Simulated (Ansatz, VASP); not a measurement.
# BP in two plane-wave programs, part 2 of 3

Wanted: the spread between two codes on one cell, functional and k mesh. The cell is taken from a series of runs on this material, whose earlier steps may have relaxed, scaled, displaced or heated it; both programs get it as it stands.

VASP 6.6.1 and Ansatz 0.2.0.

So far: Starting point; Ansatz: zone-centre phonons, PBE, pair 1.

### Step 3. VASP: zone-centre phonons, PBE, pair 1

Level of this step: PBE; plane waves and PAW (B, P) (VASP).

The same cell, functional and mesh now go to VASP, with its own data sets.

Lines of VASP's logs that name or quote its potential files are left out, and so is its time.

File INCAR:

```
SYSTEM = BP
PREC = Accurate
ENCUT = 500
EDIFF = 1E-08
NELM = 120
ISMEAR = 0
SIGMA = 0.01
LREAL = .FALSE.
ALGO = Normal
GGA = PE
NBANDS = 10
LORBIT = 11
LWAVE = .FALSE.
LCHARG = .FALSE.
ISIF = 2
IBRION = 8
LEPSILON = .TRUE.
LASPH = .TRUE.
GGA_COMPAT = .FALSE.
EFERMI = MIDGAP
KPAR = 2
```

File POSCAR:

```
BP
1.0
    0.0000000000      2.1956246733      2.1956246733
    2.1956246733      0.0000000000      2.1956246733
    2.1956246733      2.1956246733      0.0000000000
B P
1 1
Direct
    0.0000000000      0.0000000000      0.0000000000
    0.7500000000      0.7500000000      0.7500000000
```

File KPOINTS:

```
Automatic mesh
0
Gamma
12 12 12
0 0 0
```

The projector-augmented-wave data sets are B and P (PBE family, release 64).

On the command line:

```sh
> mpirun -np 2 vasp_std
```

Numbers of over 12 decimals in the logs are rounded to 6 here.

Log:

```text
[banner, memory and clock lines left out]
running    2 mpi-ranks, on    1 nodes
 distrk:  each k-point on    1 cores,    2 groups
 distr:  one band on    1 cores,    1 groups

 POSCAR found type information on POSCAR B P
 POSCAR found :  2 types and       2 ions
 LDA part: xc-table for (Slater+PW92), standard interpolation
 POSCAR, INCAR and KPOINTS ok, starting setup
 FFT: planning ... GRIDC
 FFT: planning ... GRID_SOFT
 FFT: planning ... GRID
 WAVECAR not read
 entering main loop
       N       E                     dE             d eps       ncg     rms          rms(c)
DAV:   1     0.917520886561E+01    0.91752E+01   -0.41295E+03  1440   0.715E+02
DAV:   2    -0.132015877065E+02   -0.22377E+02   -0.21092E+02  2032   0.113E+02
DAV:   3    -0.137267922375E+02   -0.52520E+00   -0.52412E+00  1722   0.160E+01
DAV:   4    -0.137287863189E+02   -0.19941E-02   -0.19939E-02  1730   0.112E+00
DAV:   5    -0.137287944712E+02   -0.81523E-05   -0.81521E-05  1752   0.713E-02    0.831E+00
DAV:   6    -0.129259466335E+02    0.80285E+00   -0.17378E+00  1632   0.652E+00    0.448E+00
DAV:   7    -0.128012876039E+02    0.12466E+00   -0.35376E-01  1890   0.320E+00    0.144E+00
DAV:   8    -0.127924395613E+02    0.88480E-02   -0.31719E-02  1652   0.110E+00    0.242E-01
DAV:   9    -0.127927498330E+02   -0.31027E-03   -0.63276E-04  1644   0.194E-01    0.152E-01
DAV:  10    -0.127929317568E+02   -0.18192E-03   -0.26264E-04  1694   0.108E-01    0.319E-02
DAV:  11    -0.127929392937E+02   -0.75368E-05   -0.82597E-06  1848   0.207E-02    0.354E-02
DAV:  12    -0.127929402209E+02   -0.92720E-06   -0.34480E-06  1620   0.106E-02    0.116E-02
DAV:  13    -0.127929401235E+02    0.97375E-07   -0.83429E-08  1832   0.199E-03    0.556E-03
DAV:  14    -0.127929401767E+02   -0.53216E-07   -0.24644E-08  1454   0.941E-04    0.179E-04
DAV:  15    -0.127929401666E+02    0.10157E-07   -0.16710E-09   800   0.282E-04    0.739E-04
DAV:  16    -0.127929401665E+02    0.60481E-10   -0.37675E-10   750   0.108E-04
   1 F= -.12792940E+02 E0= -.12792940E+02  d E =0.000000E+00
 Linear response reoptimize wavefunctions to high precision
DAV:   1    -0.127929401663E+02    0.26114E-09   -0.35981E-11   864   0.368E-05
DAV:   2    -0.127929401663E+02   -0.16485E-10   -0.13404E-12   750   0.972E-06
 Linear response G [H, r] |phi>, progress :
  Direction:   1
       N       E                     dE             d eps       ncg     rms
RMM:   1    -0.440235579062E+02   -0.44024E+02   -0.92778E+01  3601   0.439E+01
RMM:   2    -0.331531019466E+02    0.10870E+02   -0.25129E+00  2336   0.108E+01
RMM:   3    -0.331313835689E+02    0.21718E-01    0.11867E-02  2464   0.109E+00
RMM:   4    -0.331348437523E+02   -0.34602E-02    0.45808E-03  2526   0.128E-01
RMM:   5    -0.331352594560E+02   -0.41570E-03    0.72092E-04  2513   0.159E-02
RMM:   6    -0.331353164316E+02   -0.56976E-04    0.15910E-04  2591   0.223E-03
RMM:   7    -0.331353097571E+02    0.66745E-05    0.22917E-04  2423   0.328E-04
RMM:   8    -0.331353076167E+02    0.21404E-05    0.25676E-04  2017   0.572E-05
RMM:   9    -0.331353078341E+02   -0.21739E-06    0.25207E-04  1680   0.298E-05
RMM:  10    -0.331353077152E+02    0.11896E-06    0.25381E-04  1573   0.294E-05
RMM:  11    -0.331353077162E+02   -0.99479E-09    0.25348E-04  1324   0.294E-05
RMM:  12    -0.331353076957E+02    0.20418E-07    0.25373E-04  1092   0.294E-05
 Linear response G [H, r] |phi>, progress :
  Direction:   2
       N       E                     dE             d eps       ncg     rms
RMM:   1    -0.401104306178E+02   -0.40110E+02   -0.84370E+01  3602   0.418E+01
RMM:   2    -0.338171656222E+02    0.62933E+01   -0.15564E+00  2320   0.916E+00
RMM:   3    -0.338194530430E+02   -0.22874E-02    0.25455E-02  2447   0.901E-01
RMM:   4    -0.338233407113E+02   -0.38877E-02    0.45964E-03  2519   0.108E-01
RMM:   5    -0.338237495306E+02   -0.40882E-03    0.71827E-04  2509   0.135E-02
RMM:   6    -0.338238061363E+02   -0.56606E-04    0.15696E-04  2569   0.190E-03
RMM:   7    -0.338237988522E+02    0.72841E-05    0.22730E-04  2398   0.275E-04
RMM:   8    -0.338237962607E+02    0.25915E-05    0.24895E-04  1993   0.504E-05
RMM:   9    -0.338237964978E+02   -0.23704E-06    0.24674E-04  1762   0.286E-05
RMM:  10    -0.338237963455E+02    0.15226E-06    0.24836E-04  1613   0.285E-05
RMM:  11    -0.338237963718E+02   -0.26287E-07    0.24825E-04  1362   0.285E-05
RMM:  12    -0.338237963412E+02    0.30613E-07    0.24847E-04  1065   0.285E-05
 Linear response G [H, r] |phi>, progress :
  Direction:   3
       N       E                     dE             d eps       ncg     rms
RMM:   1    -0.248231316917E+02   -0.24823E+02    0.60579E+01  3497   0.410E+01
RMM:   2    -0.203502848060E+02    0.44728E+01   -0.21922E+00  2313   0.960E+00
RMM:   3    -0.203187507352E+02    0.31534E-01   -0.35438E-02  2436   0.102E+00
RMM:   4    -0.203180426989E+02    0.70804E-03   -0.29743E-04  2508   0.122E-01
RMM:   5    -0.203180432283E+02   -0.52934E-06   -0.77989E-06  2508   0.158E-02
RMM:   6    -0.203180432285E+02   -0.22405E-09   -0.19937E-07  2537   0.228E-03
RMM:   7    -0.203180432231E+02    0.54217E-08   -0.32616E-07  2374   0.347E-04
RMM:   8    -0.203180432367E+02   -0.13562E-07   -0.35574E-07  2017   0.613E-05
RMM:   9    -0.203180432451E+02   -0.84270E-08   -0.11785E-08  1683   0.294E-05
[...]
RMM:   3    -0.489007956669E+00    0.10103E-01   -0.57892E-03  9254   0.451E-01    0.662E-01
RMM:   4    -0.504274909198E+00   -0.15267E-01   -0.58689E-03  9163   0.468E-01    0.125E-01
RMM:   5    -0.509623833802E+00   -0.53489E-02   -0.14755E-04  9286   0.889E-02    0.187E-02
RMM:   6    -0.509707678673E+00   -0.83845E-04   -0.17293E-06  9621   0.103E-02    0.925E-03
RMM:   7    -0.509897760961E+00   -0.19008E-03   -0.10701E-06  9404   0.816E-03    0.512E-04
RMM:   8    -0.509905728435E+00   -0.79675E-05   -0.15986E-08 10014   0.816E-04    0.248E-04
RMM:   9    -0.509908549987E+00   -0.28216E-05   -0.32150E-09  9731   0.377E-04    0.652E-05
RMM:  10    -0.509908684249E+00   -0.13426E-06    0.20204E-10  7862   0.541E-05    0.278E-05
RMM:  11    -0.509908806803E+00   -0.12255E-06    0.31203E-09  5852   0.488E-05    0.293E-06
 change of polarisation eV/A/(eV/A) component  1 :     0.959     0.246     0.155
 dielectric tensor                  component  1 :     9.202     2.105     1.329
 Linear response to external field, progress :
  Direction:   2
       N       E                     dE             d eps       ncg     rms          rms(c)
RMM:   1    -0.482638219367E+00   -0.48264E+00   -0.21444E+00 12711   0.283E+00
RMM:   2    -0.499112661884E+00   -0.16474E-01   -0.44246E-03  9061   0.414E-01    0.115E+00
RMM:   3    -0.489007981673E+00    0.10105E-01   -0.57836E-03  9254   0.451E-01    0.662E-01
RMM:   4    -0.504275591244E+00   -0.15268E-01   -0.58661E-03  9163   0.468E-01    0.125E-01
RMM:   5    -0.509624328655E+00   -0.53487E-02   -0.14745E-04  9284   0.889E-02    0.187E-02
RMM:   6    -0.509707812041E+00   -0.83483E-04   -0.17130E-06  9620   0.103E-02    0.925E-03
RMM:   7    -0.509898001248E+00   -0.19019E-03   -0.10698E-06  9401   0.817E-03    0.512E-04
RMM:   8    -0.509905957605E+00   -0.79564E-05   -0.14107E-08 10019   0.815E-04    0.248E-04
RMM:   9    -0.509908785922E+00   -0.28283E-05   -0.29721E-09  9732   0.377E-04    0.653E-05
RMM:  10    -0.509908920259E+00   -0.13434E-06   -0.12163E-09  7837   0.539E-05    0.275E-05
RMM:  11    -0.509909043836E+00   -0.12358E-06   -0.87329E-11  5832   0.490E-05    0.306E-06
 change of polarisation eV/A/(eV/A) component  2 :     0.194     0.959     0.164
 dielectric tensor                  component  2 :     1.659     9.202     1.400
 Linear response to external field, progress :
  Direction:   3
       N       E                     dE             d eps       ncg     rms          rms(c)
RMM:   1    -0.482625924749E+00   -0.48263E+00   -0.21443E+00 12711   0.283E+00
RMM:   2    -0.499111016455E+00   -0.16485E-01   -0.44598E-03  9060   0.414E-01    0.115E+00
RMM:   3    -0.489007669412E+00    0.10103E-01   -0.57900E-03  9254   0.451E-01    0.662E-01
RMM:   4    -0.504274929247E+00   -0.15267E-01   -0.58688E-03  9162   0.468E-01    0.125E-01
RMM:   5    -0.509623987530E+00   -0.53491E-02   -0.14744E-04  9287   0.889E-02    0.187E-02
RMM:   6    -0.509707933618E+00   -0.83946E-04   -0.17131E-06  9622   0.103E-02    0.925E-03
RMM:   7    -0.509897993968E+00   -0.19006E-03   -0.10684E-06  9416   0.816E-03    0.512E-04
RMM:   8    -0.509905964328E+00   -0.79704E-05   -0.14111E-08 10012   0.816E-04    0.248E-04
RMM:   9    -0.509908784347E+00   -0.28200E-05   -0.29413E-09  9751   0.377E-04    0.653E-05
RMM:  10    -0.509908920233E+00   -0.13589E-06   -0.12157E-09  7836   0.540E-05    0.274E-05
RMM:  11    -0.509909042922E+00   -0.12269E-06   -0.21559E-09  5856   0.490E-05    0.305E-06
 change of polarisation eV/A/(eV/A) component  3 :     0.161     0.240     0.959
 dielectric tensor                  component  3 :     1.379     2.055     9.202
 Linear response DOF=           2
 Linear response progress:
  Degree of freedom:   1/  2
       N       E                     dE             d eps       ncg     rms          rms(c)
RMM:   1    -0.483555692588E-01   -0.48356E-01   -0.10669E-02 13692   0.118E+00
RMM:   2    -0.443565752095E-01    0.39990E-02   -0.77449E-04  8791   0.242E-01    0.166E-01
RMM:   3    -0.443070187896E-01    0.49556E-04   -0.14989E-04  8984   0.103E-01    0.865E-02
RMM:   4    -0.448011291064E-01   -0.49411E-03   -0.19103E-04  8778   0.982E-02    0.992E-03
RMM:   5    -0.447828267465E-01    0.18302E-04    0.15900E-06  9415   0.126E-02    0.127E-03
RMM:   6    -0.447858005218E-01   -0.29738E-05    0.23169E-07  9419   0.161E-03    0.625E-04
RMM:   7    -0.447841871689E-01    0.16134E-05    0.26104E-07  9607   0.448E-04    0.119E-04
RMM:   8    -0.447845013176E-01   -0.31415E-06    0.49439E-08  9685   0.102E-04    0.227E-05
RMM:   9    -0.447844745896E-01    0.26728E-07   -0.56762E-08  9929   0.328E-05    0.564E-06
RMM:  10    -0.447844856788E-01   -0.11089E-07   -0.12630E-09  9903   0.672E-06    0.203E-06
RMM:  11    -0.447844739422E-01    0.11737E-07   -0.37217E-09  8779   0.292E-06    0.273E-07
RMM:  12    -0.447844741487E-01   -0.20647E-09   -0.22528E-10  5683   0.629E-07    0.913E-08
 first order change of Fermi-energy   0.27123E+01
 force on displaced ion       1 direction 1 : -23.154  -0.000  -0.000
 Born effective charge ion    1 direction 1 :  -0.824   0.000   0.000
 Linear response progress:
  Degree of freedom:   2/  2
       N       E                     dE             d eps       ncg     rms          rms(c)
RMM:   1    -0.433987198989E-01   -0.43399E-01   -0.30381E-03 13031   0.141E+00
RMM:   2    -0.403761187680E-01    0.30226E-02   -0.14197E-03  8676   0.218E-01    0.156E-01
RMM:   3    -0.403828239067E-01   -0.67051E-05    0.21237E-05  9153   0.392E-02    0.890E-02
RMM:   4    -0.407232247435E-01   -0.34040E-03    0.83954E-05  9032   0.417E-02    0.950E-03
RMM:   5    -0.406916781709E-01    0.31547E-04    0.18600E-05  9483   0.801E-03    0.438E-03
RMM:   6    -0.406889403176E-01    0.27379E-05    0.19006E-06  9456   0.924E-04    0.311E-03
RMM:   7    -0.406876498576E-01    0.12905E-05   -0.12474E-08  9409   0.787E-04    0.113E-04
RMM:   8    -0.406866963509E-01    0.95351E-06    0.24716E-07  9588   0.120E-04    0.333E-05
RMM:   9    -0.406865936725E-01    0.10268E-06    0.12899E-07  9664   0.460E-05    0.158E-05
RMM:  10    -0.406866246546E-01   -0.30982E-07   -0.33037E-08  9984   0.919E-06    0.118E-05
RMM:  11    -0.406866198795E-01    0.47751E-08   -0.41281E-09  8873   0.291E-06    0.421E-07
 first order change of Fermi-energy  -0.27120E+01
 force on displaced ion       2 direction 1 : -23.150  -0.000  -0.000
 Born effective charge ion    2 direction 1 :   0.820   0.000   0.000
 Born effective charges drift removed
 Linear response finished
```

OUTCAR, selected parts (step 3):

```text
ion  position               nearest neighbor table
   1  0.000  0.000  0.000-   2 1.90   2 1.90   2 1.90   2 1.90
   2  0.750  0.750  0.750-   1 1.90   1 1.90   1 1.90   1 1.90

  LATTYP: Found a face centered cubic cell.
 ALAT       =     4.3912493466

 Subroutine GETGRP returns: Found 24 space group operations
 (whereof 24 operations were pure point group operations)

The static configuration has the point symmetry T_d .

 Found     72 irreducible k-points:

   k-points           NKPTS =     72   k-points in BZ     NKDIM =     72   number of bands    NBANDS=     10

   dimension x,y,z NGX =    24 NGY =   24 NGZ =   24
   dimension x,y,z NGXF=    48 NGYF=   48 NGZF=   48

   ENCUT  =  500.0 eV  36.75 Ry    6.06 a.u.   5.66  5.66  5.66*2*pi/ulx,y,z

   NELECT =       8.0000    total number of electrons

 k-points in reciprocal lattice and weights: Automatic mesh
   0.00000000  0.00000000  0.00000000       0.001
   0.08333333  0.00000000  0.00000000       0.005
   0.16666667  0.00000000  0.00000000       0.005
   0.25000000  0.00000000  0.00000000       0.005
   0.33333333  0.00000000  0.00000000       0.005
   0.41666667  0.00000000  0.00000000       0.005
   0.50000000  0.00000000  0.00000000       0.002
   0.08333333  0.08333333  0.00000000       0.003
   0.16666667  0.08333333  0.00000000       0.014
[...]
-0.33333333  0.50000000  0.16666667       0.007
  -0.25000000  0.50000000  0.25000000       0.003

 average (electrostatic) potential at core
       1 -23.3541       2 -80.1277

  Total        2.7113127      2.7113127      2.7113127      0.0000000      0.0000000      0.0000000
  in kB      205.2040297    205.2040297    205.2040297      0.0000000      0.0000000      0.0000000
  external PRESSURE =     205.2040297 kB  Pullay stress =       0.0000000 kB

  energy-cutoff  :      500.00
  volume of cell :       21.17
      direct lattice vectors                 reciprocal lattice vectors
     0.000000000  2.195624673  2.195624673    -0.227725625  0.227725625  0.227725625
     2.195624673  0.000000000  2.195624673     0.227725625 -0.227725625  0.227725625
     2.195624673  2.195624673  0.000000000     0.227725625  0.227725625 -0.227725625

 POSITION                                       TOTAL-FORCE (eV/Angst)
 -----------------------------------------------------------------------------------
      0.00000      0.00000      0.00000         0.000000      0.000000      0.000000
      3.29344      3.29344      3.29344        -0.000000     -0.000000     -0.000000
 -----------------------------------------------------------------------------------
    total drift:                               -0.000000     -0.000000     -0.000000

 MACROSCOPIC STATIC DIELECTRIC TENSOR (including local field effects in DFT)
 ------------------------------------------------------
           9.201683     0.000000    -0.000000
           0.000000     9.201683     0.000000
          -0.000000     0.000000     9.201683
 ------------------------------------------------------

 PIEZOELECTRIC TENSOR (including local field effects)  for field in x, y, z        (C/m^2)
          XX          YY          ZZ          XY          YZ          ZX
  --------------------------------------------------------------------------------
  x     0.00000     0.00000    -0.00000     0.00000    -0.27409     0.00000
  y     0.00000    -0.00000     0.00000     0.00000     0.00000    -0.27409
  z     0.00000     0.00000    -0.00000    -0.27409     0.00000     0.00000

 BORN EFFECTIVE CHARGES (including local field effects) (in |e|, cummulative output)
 ---------------------------------------------------------------------------------
 ion    1
    1    -0.82068    -0.00000    -0.00000
    2     0.00000    -0.82068    -0.00000
    3     0.00000    -0.00000    -0.82068
 ion    2
    1     0.82068     0.00000     0.00000
    2     0.00000     0.82068     0.00000
    3    -0.00000     0.00000     0.82068

 Eigenvectors and eigenvalues of the dynamical matrix
 ----------------------------------------------------

   1 f  =   26.572308 THz   166.958738 2PiTHz  886.356802 cm-1   109.894188 meV
             X         Y         Z           dx          dy          dz
      0.000000  0.000000  0.000000     0.000000    0.860991    0.000000
      3.293437  3.293437  3.293437     0.000000   -0.508621    0.000000

   2 f  =   26.572308 THz   166.958738 2PiTHz  886.356802 cm-1   109.894188 meV
             X         Y         Z           dx          dy          dz
      0.000000  0.000000  0.000000     0.860991    0.000000    0.000000
      3.293437  3.293437  3.293437    -0.508621    0.000000    0.000000

   3 f  =   26.572308 THz   166.958738 2PiTHz  886.356802 cm-1   109.894188 meV
             X         Y         Z           dx          dy          dz
      0.000000  0.000000  0.000000     0.000000    0.000000    0.860991
      3.293437  3.293437  3.293437     0.000000    0.000000   -0.508621

   4 f/i=    0.001043 THz     0.006556 2PiTHz    0.034805 cm-1     0.004315 meV
             X         Y         Z           dx          dy          dz
      0.000000  0.000000  0.000000    -0.508621    0.000000    0.000000
      3.293437  3.293437  3.293437    -0.860991    0.000000    0.000000

   5 f/i=    0.001043 THz     0.006556 2PiTHz    0.034805 cm-1     0.004315 meV
             X         Y         Z           dx          dy          dz
      0.000000  0.000000  0.000000     0.000000   -0.508621    0.000000
      3.293437  3.293437  3.293437     0.000000   -0.860991    0.000000

   6 f/i=    0.001043 THz     0.006556 2PiTHz    0.034805 cm-1     0.004315 meV
             X         Y         Z           dx          dy          dz
      0.000000  0.000000  0.000000     0.000000    0.000000   -0.508621
      3.293437  3.293437  3.293437     0.000000    0.000000   -0.860991

 MACROSCOPIC STATIC DIELECTRIC TENSOR IONIC CONTRIBUTION
 ------------------------------------------------------
           0.248675     0.000000     0.000000
           0.000000     0.248675     0.000000
           0.000000     0.000000     0.248675
 ------------------------------------------------------

 ELASTIC MODULI CONTR FROM IONIC RELAXATION (kBar)
 Direction    XX          YY          ZZ          XY          YZ          ZX
 --------------------------------------------------------------------------------
 XX          -0.0000     -0.0000     -0.0000     -0.0000      0.0000     -0.0000
 YY          -0.0000     -0.0000     -0.0000     -0.0000     -0.0000      0.0000
 ZZ          -0.0000     -0.0000     -0.0000      0.0000     -0.0000     -0.0000
 XY          -0.0000     -0.0000      0.0000   -446.8393      0.0000      0.0000
 YZ           0.0000     -0.0000     -0.0000      0.0000   -446.8393      0.0000
 ZX          -0.0000      0.0000     -0.0000      0.0000      0.0000   -446.8393
 --------------------------------------------------------------------------------

 PIEZOELECTRIC TENSOR IONIC CONTR  for field in x, y, z        (C/m^2)
          XX          YY          ZZ          XY          YZ          ZX
  --------------------------------------------------------------------------------
  x     0.00000     0.00000     0.00000     0.00000     0.31366     0.00000
  y     0.00000     0.00000     0.00000     0.00000     0.00000     0.31366
  z     0.00000     0.00000    -0.00000     0.31366    -0.00000     0.00000
```

### Step 4. Differences

Known differences besides the potentials themselves: fixed occupations in Ansatz, narrow Gaussian smearing in VASP; VASP's response is taken on the typed mesh, Ansatz refines its own for the field response alone; the cutoff is 420 eV in Ansatz and 500 eV in VASP. Total energies have different zeros and are not compared.

The two programs side by side:

```csv
quantity,Ansatz,VASP,difference
ε∞ xx,9.14,9.20,-0.67 %
ε∞ yy,9.14,9.20,-0.67 %
ε∞ zz,9.14,9.20,-0.67 %
Born charge of B1 (mean of the diagonal) (e),-0.84,-0.82,-0.02
Born charge of P2 (mean of the diagonal) (e),0.84,0.82,+0.02
optical mode 1 to 3 (cm⁻¹),887.7,886.4,+0.15 %
```

Modes are paired by rising frequency, not by their patterns, so a pair may set unlike modes beside each other; they are those without the splitting of longitudinal modes.

(Continued in part 3 of 3.)

[Lines on the potential files, build, host, timing and source positions are cut from VASP's logs without a mark.]

[Logs are printed without paths, hosts, clocks, repeated set-up lines and the standing remarks that a program may print on its own settings, such as how far it seeks lower states.]

[Hosts, paths, dates, database ids (printed as entryN), source tags and the programs' standing remarks are cut or masked in the printed files.]
